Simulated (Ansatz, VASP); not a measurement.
SrMg in VASP and in Ansatz

Contents of INCAR:

```
ALGO = Normal ; EDIFF = 1E-8
ENCUT = 520 ; GGA = CA
ISIF = 2 ; ISMEAR = -1
LASPH = True ; LCHARG = False
LEFG = True ; LREAL = False
LWAVE = False ; NBANDS = 13
NELM = 60 ; PREC = Accurate
SIGMA = 0.05
```

Contents of KPOINTS:

```
k-points
0
Gamma
  9 9 9
```

File POSCAR:

```
SrMg
1.0
    3.8738247147      0.0000000000      0.0000000000
    0.0000000000      3.8738247147      0.0000000000
    0.0000000000      0.0000000000      3.8738247147
Sr Mg
1 1
Direct
    0.5000000000      0.5000000000      0.5000000000
    0.0000000000      0.0000000000      0.0000000000
```

Input for Ansatz:

```yaml
crystal:
  lattice:
    - [3.8738247147, 0.0, 0.0]
    - [0.0, 3.8738247147, 0.0]
    - [0.0, 0.0, 3.8738247147]
  atoms:
    - { symbol: Sr, position: [0.5, 0.5, 0.5] }
    - { symbol: Mg, position: [0.0, 0.0, 0.0] }
kpoints:
  mp_grid: { grid: [9, 9, 9] }
scf:
  occupations: { method: fermi_dirac, width: 0.05 }
hamiltonian:
  xc: lda
  pseudopotentials: { kind: paw }
output:
  forces: true
  stress: true
  eigenvalues: true
  efg: { contact_densities: true }
```

Change from the starting cell: volume scaled by 0.98, PAW files.

Alike in both runs: task electric field gradients; functional LDA; k mesh 9 × 9 × 9; occupations fermi-dirac, width 0.05 eV; no spin polarisation.

```csv
,VASP,Ansatz
version,VASP 6.6.1,Ansatz 0.2.0
potentials or method,"VASP PAW LDA potentials, release 64 (Sr_sv, Mg)","PAW with Ansatz's default frozen-core files, scalar-relativistic"
plane-wave cutoff (eV),520,420
valence electrons in the cell,12,20
```

```csv
,VASP,Ansatz,Ansatz less VASP
pressure (GPa),4.0,4.2,+0.14
Vzz of the field gradient on the site that differs most (V/Å²),0.0,0.0,0.00
```

The two sets of potentials don't hold the same shells in valence. Ansatz warned: «gradients_without_spin_orbit».
